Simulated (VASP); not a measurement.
```yaml
crystal:
  lattice:
    - [-1.41402, 1.41402, 1.41402]
    - [1.41402, -1.41402, 1.41402]
    - [1.41402, 1.41402, -1.41402]
  atoms:
    - { symbol: Fe, position: [0.00000, 0.00000, 0.00000], spin: 2.1 }
```

Computed with PW91 GGA, VASP's PBE PAW potentials (set 64) (plane waves; VASP). Settings: 520 eV cut-off, Gaussian smearing of 0.050 eV, potentials Fe.

**Question.** Give the spin-up energies of bands 1 to 6 at the high-symmetry points, in eV from the Fermi level.

**Answer.** 
```tsv
band	Γ	H	N	P
1	-8.44	-4.82	-4.92	-3.24
2	-2.31	-4.82	-3.40	-3.24
3	-2.31	0.14	-0.97	-3.24
4	-2.31	0.14	-0.83	-0.79
5	-1.02	0.14	0.41	-0.79
6	-1.02	9.95	0.54	8.70
```

**Question.** Give the spin-down energies of bands 1 to 6 at the high-symmetry points, in eV from the Fermi level.

**Answer.** 
```csv
band,Γ,H,N,P
1,-8.24,-3.16,-3.71,-1.89
2,-0.48,-3.16,-1.76,-1.89
3,-0.48,2.22,0.68,-1.89
4,-0.48,2.22,1.37,1.80
5,1.49,2.22,1.75,1.80
6,1.49,10.30,2.52,9.54
```

It has no gap at this level: it comes out as a metal or semimetal.

The compound is Fe in the bcc structure. It was relaxed first.
